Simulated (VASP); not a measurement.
Output of a VASP run:

File OSZICAR:
```
       N       E                     dE             d eps       ncg     rms          rms(c)
DAV:   1     0.518839203400E+03    0.51884E+03   -0.41600E+04  1996   0.104E+03
DAV:   2     0.820750233479E+01   -0.51063E+03   -0.49295E+03  1872   0.304E+02
DAV:   3    -0.577822037573E+02   -0.65990E+02   -0.63843E+02  2796   0.588E+01
DAV:   4    -0.684311098252E+02   -0.10649E+02   -0.10489E+02  2744   0.236E+01
DAV:   5    -0.695012062933E+02   -0.10701E+01   -0.10651E+01  2520   0.636E+00    0.747E+01
DAV:   6    -0.647723227328E+02    0.47289E+01   -0.44022E+01  2360   0.154E+01    0.345E+01
DAV:   7    -0.647749809275E+02   -0.26582E-02   -0.41474E+01  2408   0.110E+01    0.346E+01
DAV:   8    -0.624704021288E+02    0.23046E+01   -0.11802E+01  2352   0.782E+00    0.603E+00
DAV:   9    -0.630831576060E+02   -0.61276E+00   -0.52320E+00  2408   0.396E+00    0.110E+01
DAV:  10    -0.625899260488E+02    0.49323E+00   -0.33136E+00  2320   0.270E+00    0.423E+00
DAV:  11    -0.625698198008E+02    0.20106E-01   -0.48319E-01  2352   0.134E+00    0.271E+00
DAV:  12    -0.625830041419E+02   -0.13184E-01   -0.25357E-01  2264   0.133E+00    0.218E+00
DAV:  13    -0.625628578445E+02    0.20146E-01   -0.27519E-01  2440   0.755E-01    0.117E+00
DAV:  14    -0.625566260164E+02    0.62318E-02   -0.29913E-02  2344   0.300E-01    0.214E-01
DAV:  15    -0.625565698105E+02    0.56206E-04   -0.35189E-03  2440   0.105E-01    0.124E-01
DAV:  16    -0.625565238189E+02    0.45992E-04   -0.49517E-04  2256   0.518E-02    0.514E-02
DAV:  17    -0.625565380341E+02   -0.14215E-04   -0.81174E-05  2280   0.255E-02    0.463E-02
DAV:  18    -0.625565377630E+02    0.27113E-06   -0.18613E-04  2208   0.282E-02    0.442E-02
DAV:  19    -0.625565287453E+02    0.90178E-05   -0.38607E-05  1696   0.141E-02    0.929E-03
DAV:  20    -0.625565290396E+02   -0.29437E-06   -0.81323E-06  1648   0.764E-03
   1 F= -.62556529E+02 E0= -.62166211E+02  d E =-.780635E+00
```

OUTCAR:
```
------------------------ aborting loop because EDIFF is reached ----------------------------------------
  FORCE on cell =-STRESS in cart. coord.  units (eV):
  Direction    XX          YY          ZZ          XY          YZ          ZX
  --------------------------------------------------------------------------------------
  Total      -12.0183965    -13.5747502    -12.7990657     -0.8659444     -0.7515073      0.4013917
  in kB      -40.6917176    -45.9611982    -43.3348964     -2.9319024     -2.5444430      1.3590265
  external PRESSURE =     -43.3292707 kB  Pullay stress =       0.0000000 kB
  volume of cell :      473.21
      direct lattice vectors                 reciprocal lattice vectors
     6.403753000  0.000000000  0.000000000     0.156158428 -0.080036804  0.000000000
     3.201876000  6.247125000  0.000000000     0.000000000  0.160073634  0.000000000
     0.000000000  0.000000000 11.828681000     0.000000000  0.000000000  0.084540280
 POSITION                                       TOTAL-FORCE (eV/Angst)
 -----------------------------------------------------------------------------------
      5.29834      0.97142      2.00001         0.101748      0.145654      0.122045
      3.16376      3.82147      2.86979        -0.197212     -0.064310      0.192986
      2.09646      0.42439      3.73968        -0.028359      0.111536      0.154911
      6.36563      3.27444      4.60948         0.046653     -0.063977      0.106327
      8.50022      6.12449      5.47940         0.153363      0.025653     -0.102417
      3.16376      2.72741      6.34928        -0.153481     -0.025730      0.101218
      5.29835      5.57746      7.21908        -0.046542      0.063848     -0.106607
      6.36563      2.18038      8.08900         0.028201     -0.111369     -0.155411
      8.50022      5.03043      8.95879         0.197270      0.064243     -0.192337
      3.16376      1.63336      9.82868        -0.101641     -0.145548     -0.120717
 -----------------------------------------------------------------------------------
    total drift:                               -0.000179     -0.000075     -0.001645
  FREE ENERGIE OF THE ION-ELECTRON SYSTEM (eV)
  ---------------------------------------------------
  free  energy   TOTEN  =       -62.5565290396 eV

  energy  without entropy=      -61.7758936475  energy(sigma->0) =      -62.16621134
```
(Selected blocks of OUTCAR.)

**POSCAR**
```
Y
1
    6.4037530000     0.0000000000     0.0000000000
    3.2018760000     6.2471250000     0.0000000000
    0.0000000000     0.0000000000    11.8286810000
Y
10
Direct
  0.7496320000   0.1554980000   0.1690810000
  0.1881900000   0.6117160000   0.2426130000
  0.2934140000   0.0679330000   0.3161540000
  0.7319720000   0.5241510000   0.3896870000
  0.8371960000   0.9803690000   0.4632300000
  0.2757540000   0.4365870000   0.5367700000
  0.3809790000   0.8928050000   0.6103030000
  0.8195360000   0.3490220000   0.6838460000
  0.9247610000   0.8052400000   0.7573790000
  0.3633190000   0.2614580000   0.8309190000
```

Q: Write an INCAR and KPOINTS that could have produced this output.

A: This is not unique; one that fits is the input of the run itself, PBEsol GGA, plane waves, VASP's PBE PAW potentials (set 64).

INCAR:
```
# general
SYSTEM  = Y
PREC    = Accurate
ENCUT   = 300
LREAL   = F
LASPH   = T

# electronic loop
EDIFF   = 1E-6
NELM    = 100
ALGO    = Normal
LMAXMIX = 4

# smearing
ISMEAR  = -1
SIGMA   = 0.1

# functional
GGA     = PS

# ions
ISIF    = 2

# output
LWAVE   = F
LCHARG  = F

# other
LDIPOL  = T
IDIPOL  = 3
DIPOL   = 0.5 0.5 0.5
```

File KPOINTS:
```
Automatic mesh
0
Gamma
5 5 1
0 0 0
```

POTCAR, in this order: Y_sv (PBE.64 set). Program: vasp_std.

At this cut-off the stress carries a Pulay error, which pulls relaxed volumes low. The cell holds a wide vacuum, so values per volume refer to the whole cell.

The cell is a sheet with vacuum, built from a database entry that may be metastable or hypothetical.
